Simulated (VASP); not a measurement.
# MnAl15N16 (a cell with a defect) in VASP: settings compared

One crystal, MnAl15N16 (a cell with a defect), is run at these levels: PBEsol, HSE06, PBEsol+U; tasks: single point.

Everything below comes from runs of VASP 6.6.1. Logs are shortened: lines on timing, memory, paths and dates and some standing lists are left out, and cuts for length are marked.

**1. The structure**

The cell holds a defect, 32 atoms: a = 6.220 Å, b = 6.220 Å, c = 9.960 Å, α = 90.00°, β = 90.00°, γ = 120.00°.

**2. Single point, PBEsol, collinear spin, ferromagnetic start**

The input, INCAR:

```
SYSTEM = MnAl15N16
  ALGO = Normal
  EDIFF = 1E-5
  ENCUT = 450
  GGA = PS
  ISIF = 2
  ISMEAR = 0
  ISPIN = 2
  ISYM = 0
  LASPH = .True.
  LCHARG = .False.
  LMAXMIX = 4
  LORBIT = 11
  LREAL = Auto
  LWAVE = .False.
  MAGMOM = 4 0 0 0 0 0 0 0 0 0 0 0 0 0 0 0 0 0 0 0 0 0 0 0 0 0 0 0 0 0 0 0
  NELM = 120
  NUPDOWN = 4
  PREC = Accurate
  SIGMA = 0.03
```

The input, KPOINTS:

```
k-points
0
Gamma
  3 3 2
  0 0 0
```

The input, POSCAR:

```
MnAl15N16                               
1.0
    6.2200008610      0.0000000000      0.0000000000
   -3.1100004305      5.3866787572      0.0000000000
    0.0000000000      0.0000000000      9.9600000000
  Mn              Al              N             
     1    15    16
Direct
     0.3330762431562962    0.1665365158175536    0.9988610510920432
     0.3313572208112633    0.1643033741996893    0.4979386567749268
     0.3331274333893787    0.6661599404551435    0.0009877170846558
     0.3316748130877128    0.6647845289027577    0.4995214817860239
     0.8315431947616121    0.1640093261820185    0.0005982241232245
     0.8309059247137907    0.1634104646648475    0.4994136625136762
     0.8313421606455893    0.6661099333546526    0.0007768403697934
     0.8308141784445071    0.6647387553348538    0.4994912044735458
     0.1635352828978874    0.3306655057298309    0.2516586262132951
     0.1646263068114540    0.3326439671237771    0.7465384081109970
     0.1635264204691184    0.8296719247802734    0.2516608219615260
     0.1647542031111857    0.8312655398204433    0.7468109604889148
     0.6650820514258348    0.3307165466750891    0.2516195910703015
     0.6669689862561279    0.3325118109214182    0.7464228061601140
     0.6637637808375519    0.8301357431348699    0.2499192950558939
     0.6648429385470133    0.8314322859093800    0.7491307621051325
     0.3307098656001514    0.1635495204247751    0.2014523324809695
     0.3322060602692402    0.1655185472908470    0.6895588419262717
     0.3302164813099266    0.6635855554696480    0.1911908870747641
     0.3330042487251584    0.6660975771254610    0.6892711749872680
     0.8309718647000732    0.1638120418300778    0.1909751053571135
     0.8310908762606688    0.1631159514098721    0.6891340183552338
     0.8308088347504847    0.6635368260221173    0.1910860645374487
     0.8313251984564252    0.6660287528629359    0.6892454215898052
     0.1638915642547343    0.3318001642227215    0.4420090696827149
     0.1592784269341402    0.3389702684521529    0.9364170264108260
     0.1635040526796286    0.8294265240290803    0.4419640897360733
     0.1594629727893266    0.8203679788770430    0.9370575624315507
     0.6661390064956535    0.3316407491736231    0.4419833983070313
     0.6791865729306379    0.3390733961728343    0.9361244146743596
     0.6642219068083092    0.8306806496475074    0.4398534872108313
     0.6651599276691225    0.8318483339827065    0.9406849958536884
```

Potentials or basis: VASP PAW PBE potentials, release 64 (Mn_pv, Al, N).

Command:

```console
$ cat potpaw_PBE.64/Mn_pv/POTCAR potpaw_PBE.64/Al/POTCAR potpaw_PBE.64/N/POTCAR > POTCAR
$ mpirun -np 1 vasp_std > vasp.out
```

OUTCAR:

```text
SYSTEM = MnAl15N16
   EDIFF = 1E-5
   ENCUT = 450
   GGA = PS
   ISIF = 2
   ISMEAR = 0
   ISPIN = 2
   ISYM = 0
   LASPH = .True.
   LORBIT = 11
   LREAL = Auto
   NELM = 120
   NUPDOWN = 4
   PREC = Accurate

 ion  position               nearest neighbor table
   1  0.333  0.167  0.999-  28 1.96  26 1.97  30 1.97  17 2.02  13 3.09  14 3.09  10 3.09  12 3.09
                             9 3.09   7 3.10  11 3.10   3 3.11   5 3.11   5 3.11   3 3.11   7 3.12
   2  0.331  0.164  0.498-  29 1.89  27 1.89  25 1.89  18 1.91  13 3.04   9 3.04  11 3.04  12 3.06
                            10 3.06  14 3.06   4 3.11   8 3.11   6 3.11   6 3.11   8 3.11   4 3.11
   3  0.333  0.666  0.001-  26 1.88  28 1.88  32 1.89  19 1.89  15 3.05  11 3.07  16 3.08   9 3.08
                             5 3.10   7 3.10  12 3.10  10 3.11   1 3.11   1 3.11   7 3.12   5 3.12
   4  0.332  0.665  0.500-  27 1.88  25 1.88  31 1.89  20 1.89  10 3.04  12 3.05  11 3.05   9 3.06
                            15 3.06  16 3.07   6 3.10   8 3.10   2 3.11   2 3.11   8 3.12   6 3.12
   5  0.832  0.164  0.001-  30 1.88  26 1.88  32 1.89  21 1.90  15 3.07   9 3.07  13 3.08  16 3.08
                             7 3.10   3 3.10  10 3.10  14 3.10   1 3.11   1 3.11   3 3.12   7 3.12
   6  0.831  0.163  0.499-  25 1.88  29 1.88  31 1.89  22 1.89  14 3.04  10 3.05   9 3.05  13 3.05
                            16 3.06  15 3.07   8 3.10   4 3.10   2 3.11   2 3.11   4 3.12   8 3.12
   7  0.831  0.666  0.001-  30 1.88  28 1.88  32 1.89  23 1.90  15 3.06  11 3.07  16 3.08  13 3.08
                             5 3.10   3 3.10  12 3.10   1 3.10  14 3.11   1 3.12   3 3.12   5 3.12
   8  0.831  0.665  0.499-  27 1.88  29 1.88  31 1.89  24 1.89  14 3.04  12 3.05  11 3.05  13 3.05
                            15 3.06  16 3.06   6 3.10   4 3.10   2 3.11   2 3.11   4 3.12   6 3.12
   9  0.164  0.331  0.252-  17 1.87  21 1.89  19 1.89  25 1.90   2 3.04   6 3.05   4 3.06   5 3.07
[... 17 lines left out ...]
  19  0.330  0.664  0.191-  15 1.89  11 1.89   9 1.89   3 1.89
  20  0.333  0.666  0.689-  16 1.88  10 1.88  12 1.89   4 1.89
  21  0.831  0.164  0.191-   9 1.89  15 1.89  13 1.89   5 1.90
  22  0.831  0.163  0.689-  16 1.88  14 1.89  10 1.89   6 1.89
[... 8 lines left out ...]
  31  0.664  0.831  0.440-   8 1.89   4 1.89   6 1.89  15 1.89
  32  0.665  0.832  0.941-   7 1.89   5 1.89   3 1.89  16 1.91

IMPORTANT INFORMATION: All symmetrisations will be switched off!
NOSYMM: (Re-)initialisation of all symmetry stuff for point group C_1.

----------------------------------------------------------------------------------------

                                     Primitive cell

  volume of cell :     333.7113

  direct lattice vectors                    reciprocal lattice vectors
     6.220000861  0.000000000  0.000000000     0.160771682  0.092821574  0.000000000
    -3.110000430  5.386678757  0.000000000     0.000000000  0.185643148  0.000000000
     0.000000000  0.000000000  9.960000000     0.000000000  0.000000000  0.100401606

  length of vectors
[... 178 lines left out ...]

 val. band max:        7.6432437823   @ k =   0.3333   0.3333   0.0000
 cond. band min:       7.6836958402   @ k =   0.3333   0.3333   0.5000
 fundamental gap:      0.0404520579
 Fermi energy:         7.6637002627

 spin component 1

 k-point     1 :       0.0000    0.0000    0.0000
  band No.  band energies     occupation
      1     -42.3646      1.00000
      2     -42.3479      1.00000
      3     -42.2185      1.00000
      4      -9.1265      1.00000
      5      -8.2612      1.00000
      6      -8.2003      1.00000
[... 829 lines left out ...]
     80      12.7586      0.00000
     81      13.1626      0.00000
 Fermi energy:         6.0747624646

 spin component 2

 k-point     1 :       0.0000    0.0000    0.0000
  band No.  band energies     occupation
      1     -38.6955      1.00000
      2     -38.6615      1.00000
      3     -38.3642      1.00000
      4      -9.1042      1.00000
      5      -8.2362      1.00000
      6      -8.1778      1.00000
[... 829 lines left out ...]
     80      12.8763      0.00000
     81      13.2305      0.00000
 [bands above 81 left out]

------------------------ aborting loop because EDIFF is reached ----------------------------------------

  FORCE on cell =-STRESS in cart. coord.  units (eV):
  Direction    XX          YY          ZZ          XY          YZ          ZX
  --------------------------------------------------------------------------------------
  -------------------------------------------------------------------------------------
  Total        1.7744492      1.9056890      3.6422282     -0.0038406     -0.1413902     -0.0297998
  in kB        8.5192878      9.1493818     17.4866602     -0.0184390     -0.6788266     -0.1430714
  external PRESSURE =      11.7184432 kB  Pullay stress =       0.0000000 kB

 VOLUME and BASIS-vectors are now :
 -----------------------------------------------------------------------------
  energy-cutoff  :      450.00
  volume of cell :      333.71
      direct lattice vectors                 reciprocal lattice vectors
     6.220000861  0.000000000  0.000000000     0.160771682  0.092821574  0.000000000
    -3.110000430  5.386678757  0.000000000     0.000000000  0.185643148  0.000000000
     0.000000000  0.000000000  9.960000000     0.000000000  0.000000000  0.100401606

 POSITION                                       TOTAL-FORCE (eV/Angst)
 -----------------------------------------------------------------------------------
      1.55381      0.89708      9.94866        -0.016917     -0.032500     -0.088812
      1.55006      0.88505      4.95947        -0.010023      0.011649      0.032701
      0.00030      3.58839      0.00984         0.034996      0.016596     -0.006526
     -0.00446      3.58098      4.97523         0.009028     -0.001668      0.006458
      4.66213      0.88347      0.00596         0.000726     -0.042833      0.011655
      4.66003      0.88024      4.97416         0.002430      0.001602      0.013051
[... 24 lines left out ...]
      1.54804      4.47461      4.38094         0.000016      0.011790     -0.004618
      1.55025      4.48090      9.36922        -0.008046      0.004572     -0.016071
 -----------------------------------------------------------------------------------
    total drift:                               -0.007521     -0.015865      0.023538

  FREE ENERGIE OF THE ION-ELECTRON SYSTEM (eV)
  ---------------------------------------------------
  free  energy   TOTEN  =      -252.3694629351 eV

  energy  without entropy=     -252.3682254816  energy(sigma->0) =     -252.36884421

 total charge

# of ion       s       p       d       tot
------------------------------------------
    1        0.347   6.350   4.981  11.678
    2        0.369   0.442   0.000   0.811
    3        0.371   0.448   0.000   0.819
    4        0.371   0.449   0.000   0.819
    5        0.371   0.448   0.000   0.818
    6        0.371   0.449   0.000   0.819
[... 24 lines left out ...]
   31        1.223   2.619   0.000   3.843
   32        1.223   2.615   0.000   3.838
--------------------------------------------------
tot         25.520  54.740   4.981  85.240

 magnetization (x)

# of ion       s       p       d       tot
------------------------------------------
    1        0.022   0.056   3.405   3.484
    2        0.000   0.001   0.000   0.002
    3        0.004   0.006   0.000   0.010
    4        0.000   0.000   0.000   0.001
    5        0.004   0.006   0.000   0.010
    6        0.000   0.000   0.000   0.001
[... 24 lines left out ...]
   31        0.000   0.002   0.000   0.002
   32        0.000   0.002   0.000   0.002
--------------------------------------------------
tot          0.061   0.134   3.405   3.600
```

OSZICAR:

```text
N       E                     dE             d eps       ncg     rms          rms(c)
DAV:   1     0.690526240369E+03    0.69053E+03   -0.60914E+04  3688   0.130E+03
DAV:   2    -0.221905038935E+03   -0.91243E+03   -0.87937E+03  4408   0.290E+02
DAV:   3    -0.291425955339E+03   -0.69521E+02   -0.68843E+02  4104   0.891E+01
DAV:   4    -0.293034502434E+03   -0.16085E+01   -0.15915E+01  4256   0.152E+01
DAV:   5    -0.293077271653E+03   -0.42769E-01   -0.42676E-01  4280   0.243E+00    0.405E+01
DAV:   6    -0.262869088935E+03    0.30208E+02   -0.26225E+02  4272   0.548E+01    0.576E+01
DAV:   7    -0.253751633358E+03    0.91175E+01   -0.94277E+01  4344   0.852E+01    0.205E+01
DAV:   8    -0.252307007501E+03    0.14446E+01   -0.15028E+01  4432   0.155E+01    0.103E+01
DAV:   9    -0.252374871069E+03   -0.67864E-01   -0.17755E+00  4448   0.608E+00    0.560E+00
DAV:  10    -0.252304873629E+03    0.69997E-01   -0.37791E-01  4632   0.357E+00    0.393E+00
DAV:  11    -0.252374397810E+03   -0.69524E-01   -0.12203E-01  4192   0.166E+00    0.238E+00
DAV:  12    -0.252371205602E+03    0.31922E-02   -0.55408E-02  4672   0.136E+00    0.118E+00
DAV:  13    -0.252370208850E+03    0.99675E-03   -0.95240E-03  4640   0.614E-01    0.602E-01
DAV:  14    -0.252369480739E+03    0.72811E-03   -0.47414E-03  4912   0.455E-01    0.220E-01
DAV:  15    -0.252369467468E+03    0.13271E-04   -0.11847E-03  4672   0.180E-01    0.951E-02
DAV:  16    -0.252369460431E+03    0.70373E-05   -0.20985E-04  4208   0.531E-02    0.514E-02
DAV:  17    -0.252369462935E+03   -0.25041E-05   -0.24157E-05  3152   0.263E-02
   1 F= -.25236946E+03 E0= -.25236884E+03  d E =-.123745E-02  mag=     4.0000
```

stdout:

```text
POSCAR found type information on POSCAR MnAlN
 POSCAR found :  3 types and      32 ions
 scaLAPACK will be used
 -----------------------------------------------------------------------------
|                                                                             |
|                                                                             |
|     You enforced a specific xc type in the INCAR file but a different       |
|     I HOPE YOU KNOW WHAT YOU ARE DOING!                                     |
|                                                                             |
 -----------------------------------------------------------------------------

 LDA part: xc-table for (Slater+PW92), standard interpolation
 POSCAR, INCAR and KPOINTS ok, starting setup
 FFT: planning ... GRIDC
 FFT: planning ... GRID_SOFT
 FFT: planning ... GRID
 WAVECAR not read
 entering main loop
```

It took 10 min on 1 thread of Intel Xeon 6975P-C (Granite Rapids), shared host; peak memory 0.7 GiB.

Results:

- Free energy: -252.3695 eV
- Largest force: 0.625 eV/Å
- Net moment: 4.00 μB per cell
- Site moments: Mn +3.48; Al +0.00, +0.01; N +0.05, +0.01, +0.00, -0.01 μB
- Valence electrons inside the program's atomic spheres: Mn 11.68; Al 0.81, 0.82; N 3.81, 3.83, 3.84, 3.85, 3.80

Forces in eV/Å, atoms in the order of the input:
```
Mn  -0.017 -0.033 -0.089
Al  -0.010  0.012  0.033
Al   0.035  0.017 -0.007
Al   0.009 -0.002  0.006
Al   0.001 -0.043  0.012
Al   0.002  0.002  0.013
Al  -0.019  0.021  0.011
Al  -0.001 -0.003  0.012
Al  -0.058  0.057 -0.032
Al   0.044 -0.032  0.017
Al   0.005 -0.084 -0.030
Al   0.004  0.028  0.024
Al   0.065  0.047 -0.034
Al  -0.055 -0.023  0.010
Al   0.015  0.020 -0.025
Al   0.006  0.006  0.042
N    0.001  0.022 -0.468
N   -0.006 -0.004 -0.052
N    0.004 -0.001  0.005
N    0.015 -0.002  0.009
N   -0.011  0.025  0.006
N   -0.005  0.007  0.016
N    0.006 -0.001  0.004
N   -0.015  0.001  0.012
N   -0.002 -0.012 -0.029
N    0.487 -0.298  0.207
N    0.010  0.009 -0.025
N   -0.001  0.547  0.180
N   -0.001  0.000 -0.028
N   -0.502 -0.300  0.220
N    0.000  0.012 -0.005
N   -0.008  0.005 -0.016
```

Caveat: the k mesh is coarse (spacing up to 0.39 Å⁻¹), so the values aren't converged; the cutoff is under 1.25 times the usual one of these potentials, so pressure, stress and relaxed cells hold a basis-set (Pulay) error; the PAW data sets were made with another functional, which shifts forces and pressure a little; the total moment is fixed, so each spin has its own Fermi level; only a ferromagnetic start was run, and an antiferromagnetic order may lie lower in energy.

**3. Single point, PBEsol, collinear spin, zero start**

The input, INCAR:

```
  PREC = Accurate
  ENCUT = 450
  EDIFF = 1E-5
  ISMEAR = 0
  SIGMA = 0.03
  LREAL = Auto
  LASPH = True
  NELM = 120
  ALGO = Normal
  ISIF = 2
  LWAVE = False
  LCHARG = False
  ISPIN = 2
  MAGMOM = 0 0 0 0 0 0 0 0 0 0 0 0 0 0 0 0 0 0 0 0 0 0 0 0 0 0 0 0 0 0 0 0
  LORBIT = 11
  NUPDOWN = 0
  LMAXMIX = 4
  GGA = PS
  ISYM = 0
  KPAR = 4
```

The input, KPOINTS:

```
regular mesh
0
Gamma
  3 3 2
```

The input, POSCAR:

```
MnAl15N16                               
1.0
    6.2200008610      0.0000000000      0.0000000000
   -3.1100004305      5.3866787572      0.0000000000
    0.0000000000      0.0000000000      9.9600000000
  Mn              Al              N             
     1    15    16
Direct
     0.3323605610640796    0.1657376304538428    0.9986137459812151
     0.3317006740863715    0.1646391030762091    0.4993389629243934
     0.3325760833274854    0.6657433029836585    0.0005551118044468
     0.3311614598242141    0.6645193605303900    0.4992676472995772
     0.8312359001326868    0.1637872939380296    0.0006092801242128
     0.8313148918790857    0.1641205327128363    0.4991885353158664
     0.8312228693092122    0.6658576466726402    0.0005923879371395
     0.8311647687171283    0.6645244046016446    0.4992160374672019
     0.1643846892713616    0.3308972845065974    0.2493738879006645
     0.1647310120675085    0.3318763428119553    0.7487733242302530
     0.1644913849280286    0.8310673741622242    0.2494408308434427
     0.1648813839108717    0.8318065853818989    0.7488679352057411
     0.6654344083125295    0.3312555963906146    0.2493674253413888
     0.6656482875273931    0.3317266400500822    0.7487633149496715
     0.6639887260451351    0.8304343346546894    0.2500300585466231
     0.6646984565973112    0.8312161971975019    0.7494993177343532
     0.3318042887058240    0.1646583352278807    0.1929345249177827
     0.3319255668602097    0.1653383418991734    0.6907428945883607
     0.3309471295651883    0.6642896130062690    0.1909460358815013
     0.3316497885322998    0.6651992181449307    0.6900341197516394
     0.8311732476171396    0.1636653126696555    0.1909738202912589
     0.8313648664896311    0.1641137845131852    0.6899628163633271
     0.8312369801725974    0.6645193399428537    0.1909634030816690
     0.8315331931656688    0.6650228115946583    0.6899664951183565
     0.1647820003287879    0.3311523377094234    0.4405469213841927
     0.1628372158605523    0.3341753389597586    0.9395363332636762
     0.1645153135233680    0.8312755415150365    0.4405754538699038
     0.1628992307672029    0.8277066738837082    0.9395960971811501
     0.6649848736182346    0.3311279747018936    0.4404677900700594
     0.6702940138897716    0.3343366937754556    0.9394416378830959
     0.6642817738642891    0.8307863868048783    0.4405089183916097
     0.6648939600388375    0.8315716655264263    0.9406629343562406
```

Potentials or basis: VASP PAW PBE potentials, release 64 (Mn_pv, Al, N).

Command:

```console
$ cat potpaw_PBE.64/Mn_pv/POTCAR potpaw_PBE.64/Al/POTCAR potpaw_PBE.64/N/POTCAR > POTCAR
$ mpirun -np 4 vasp_std > vasp.out
```

Run time: 7.5 min. Hardware: 4 MPI ranks of AMD EPYC 9R14 (Zen 4), shared host; peak memory 0.68 GiB.

Results (log left out):

* Free energy: -251.2697 eV
* Largest force: 0.363 eV/Å
* Net moment: 0.00 μB per cell
* Valence electrons inside the program's atomic spheres: Mn 11.94; Al 0.81, 0.82; N 3.80, 3.84

Forces on the atoms (eV/Å):
```
Mn  -0.008 -0.017 -0.061
Al  -0.014  0.005 -0.022
Al   0.090  0.043  0.121
Al   0.008  0.003 -0.018
Al   0.003 -0.098  0.111
Al   0.004 -0.002 -0.016
Al  -0.070  0.036  0.116
Al   0.003  0.002 -0.014
Al  -0.010  0.029 -0.046
Al   0.040 -0.026 -0.030
Al   0.005 -0.027 -0.051
Al   0.004  0.023 -0.038
Al   0.003  0.008 -0.051
Al  -0.043 -0.017 -0.035
Al   0.014  0.022 -0.003
Al   0.002  0.005  0.012
N   -0.009 -0.002 -0.300
N    0.000 -0.008  0.012
N    0.006 -0.001 -0.012
N    0.014  0.000  0.028
N   -0.010  0.022 -0.013
N   -0.003  0.005  0.025
N    0.004 -0.001 -0.011
N   -0.014  0.007  0.032
N   -0.003 -0.009  0.017
N    0.295 -0.178  0.068
N    0.009  0.002  0.014
N    0.000  0.340  0.072
N   -0.005 -0.001  0.027
N   -0.305 -0.179  0.082
N    0.002  0.011  0.024
N   -0.011  0.000 -0.041
```

Caveat: the k mesh is coarse (spacing up to 0.39 Å⁻¹), so the values aren't converged; the cutoff is under 1.25 times the usual one of these potentials, so pressure, stress and relaxed cells hold a basis-set (Pulay) error; the PAW data sets were made with another functional, which shifts forces and pressure a little; the total moment is fixed, so each spin has its own Fermi level.

(Part 1 of 2 ends here.)
